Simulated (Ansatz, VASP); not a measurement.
## One calculation of SrTlB6, two programs

```
CELL_PARAMETERS angstrom
3.87655 0.00000 0.00000
0.00000 3.87655 0.00000
0.00000 0.00000 7.63227
ATOMIC_POSITIONS crystal
Sr 0.00000 0.00000 0.50000
Tl 0.00000 0.00000 0.00000
B 0.50000 0.50000 0.00000
B 0.50000 0.50000 0.50000
B 0.50000 0.00000 0.25042
B 0.50000 0.00000 0.74958
B 0.00000 0.50000 0.25042
B 0.00000 0.50000 0.74958
```

Change from the starting cell: species swapped into the LaEuPd6 type (P4/mmm, No. 123).

Alike in both runs: task single point; functional PBE; k mesh 4 × 4 × 2; occupations gaussian, width 0.1 eV; no spin polarisation.

```csv
,VASP,Ansatz
version,VASP 6.6.1,Ansatz 0.2.0
potentials or method,"VASP PAW PBE potentials, release 64 (Sr_sv, Tl_d, B)","scalar-relativistic, plane waves, PAW"
plane-wave cutoff (eV),520,420
valence electrons in the cell,41,41
```

```tsv
	VASP	Ansatz	Ansatz less VASP
gap on the k mesh at the Fermi level (eV)	none	none	-
pressure (GPa)	-4.6	-4.7	-0.15
largest component of the traceless stress (GPa)	2.92	2.96	+0.046
rms of the force components (eV/Å)	0.252	0.247	-0.0050
```

Atom by atom the forces differ by 0.005 eV/Å (rms over components). A gap of «none» marks a metal or a gap that the smearing closes. The functional is the same, so the differences come from potentials, cutoffs and numerics.

Caveats: the k mesh is coarse (spacing up to 0.41 Å⁻¹), so the values aren't converged. Spin-orbit coupling is left out, which matters for the levels of Tl.
